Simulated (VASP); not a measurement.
Given:

```
CELL_PARAMETERS angstrom
      0.00000     3.48792     3.48792
      3.48792     0.00000     3.48792
      3.48792     3.48792     0.00000
ATOMIC_POSITIONS crystal
  Ba 0.00000 0.00000 0.00000
  S  0.25000 0.25000 0.25000
```

Level of theory: PBEsol GGA, VASP's PBE PAW potentials (set 64) (plane waves; VASP). Numerical set-up: 400 eV cut-off, 7×7×7 Γ-centred mesh, tetrahedra with Blöchl corrections, potentials Ba_sv S.

Question: Estimate the energy per atom (σ→0).

Answer: 
| Property | Value |
|---|---|
| energy per atom (σ→0) | -5.080 eV/atom |

Total energies compare only between runs with the same potentials, cut-off and functional.

The structure was generated: BaS was put into the zinc blende type (F-43m), which need not be its known phase. It was relaxed first, which changed the volume by -16 %.
